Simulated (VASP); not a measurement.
Crystal: Sn4Te3Se.

```
Sn Se Te
1.0
    -6.23128    6.23128    0.00000
    -6.23128    0.00000    6.23128
     0.00000    6.23128    6.23128
Sn Se Te
8 2 6
Direct
  0.00000 0.00000 0.00000
  0.50000 0.00000 0.00000
  0.00000 0.50000 0.00000
  0.00000 0.00000 0.50000
  0.50000 0.50000 0.00000
  0.50000 0.00000 0.50000
  0.00000 0.50000 0.50000
  0.50000 0.50000 0.50000
  0.75000 0.75000 0.75000
  0.25000 0.75000 0.75000
  0.75000 0.25000 0.75000
  0.75000 0.75000 0.25000
  0.25000 0.25000 0.75000
  0.25000 0.75000 0.25000
  0.75000 0.25000 0.25000
  0.25000 0.25000 0.25000
```

The cell was built by a generator and needn't be a form met in nature.

| Quantity | Value |
| --- | --- |
| Program | VASP 6.6.1 |
| Task | relaxation of cell and atoms |
| Functional | LDA |
| Potentials or basis | VASP PAW LDA potentials, release 64 (Sn_d, Se, Te) |
| Cutoff | 600 eV |
| k mesh | 6 × 6 × 6 |
| Occupations | gaussian, width 0.03 eV |
| Spin | no spin polarisation |

At the start: pressure -1.6 GPa; volume 30.24 Å³/atom.

Task: How do energy, volume and symmetry change on relaxing?

Result: Over 8 steps the energy falls by 17.3 meV/atom and the volume is 29.17 Å³/atom (-3.5 %); space group Cmmm (No. 65, to 0.05 Å).

Step by step:
```tsv
step	energy change (eV)	largest force (eV/Å)	pressure (GPa)	volume (Å³)
1	0.0000	0.5924	-1.60	483.91
2	-0.1653	0.4813	0.53	463.02
3	-0.1655	0.4740	0.65	461.99
4	-0.2412	0.2588	0.41	463.50
5	-0.2760	0.0075	0.15	465.39
6	-0.2760	0.0138	0.14	465.46
7	-0.2764	0.0103	-0.09	467.61
8	-0.2767	0.0059	-0.01	466.75
```

Final structure:
```
CELL_PARAMETERS angstrom
-6.15770 6.15770 0.00000
-6.15672 0.00098 6.15676
-0.00098 6.15672 6.15676
ATOMIC_POSITIONS crystal
Sn 0.00584 0.99416 0.99416
Sn 0.50584 0.99416 0.99416
Sn 0.00000 0.51173 0.98827
Sn 0.00000 0.98827 0.51173
Sn 0.50000 0.51173 0.98827
Sn 0.50000 0.98827 0.51173
Sn 0.99416 0.50584 0.50584
Sn 0.49416 0.50584 0.50584
Se 0.75000 0.75000 0.75000
Se 0.25000 0.75000 0.75000
Te 0.75000 0.25000 0.75000
Te 0.75000 0.75000 0.25000
Te 0.25000 0.25000 0.75000
Te 0.25000 0.75000 0.25000
Te 0.75000 0.25000 0.25000
Te 0.25000 0.25000 0.25000
```
